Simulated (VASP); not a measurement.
PdIn (CsCl type) is relaxed at rising pressure, each step from the one before. Symmetry mostly holds the structure type, and other phases were not tried. The mesh follows the cell, and a change of mesh leaves a small step in the series.

Space group Pm-3m (No. 221); a = b = c = 3.2480 Å, α = β = γ = 90.00°

| atom | site | symmetry | x | y | z |
|---|---|---|---|---|---|
| In | 1b | m-3m | 0.5000 | 0.5000 | 0.5000 |
| Pd | 1a | m-3m | 0.0000 | 0.0000 | 0.0000 |

Computed with PBEsol GGA, VASP's PBE PAW potentials (set 64) (plane waves; VASP 6.6.1). Run with 500 eV cut-off, 11×11×11 Γ-centred mesh, first-order Methfessel-Paxton smearing of 0.10 eV, potentials In_d Pd.

Unless said otherwise, spin-orbit coupling is left out, though it shifts the bands of the heavy elements here.

| P (GPa) | V (Å³/atom) | H − H(0) (eV/atom) | space group | gap on the mesh (eV) | k-mesh |
|---|---|---|---|---|---|
| 0 | 17.13 | 0.000 | Pm-3m | 0.00 | 11×11×11 |
| 5 | … | … | Pm-3m | 0.00 | 11×11×11 |
| 10 | … | … | Pm-3m | 0.00 | 11×11×11 |
| 20 | 15.38 | 2.021 | Pm-3m | 0.00 | 12×12×12 |
| 30 | 14.81 | 2.963 | Pm-3m | 0.00 | 12×12×12 |
| 45 | 14.11 | 4.316 | Pm-3m | 0.00 | 12×12×12 |

Question: Fill in the missing entries.

Answer: 
- 5, V (Å³/atom): 16.57
- 5, H − H(0) (eV/atom): 0.526
- 10, V (Å³/atom): 16.12
- 10, H − H(0) (eV/atom): 1.036

Pressures at which the relaxation failed are left out.

The compound is PdIn in the CsCl type structure. The electron count is odd and the run is not spin-polarised, which forces a metal.
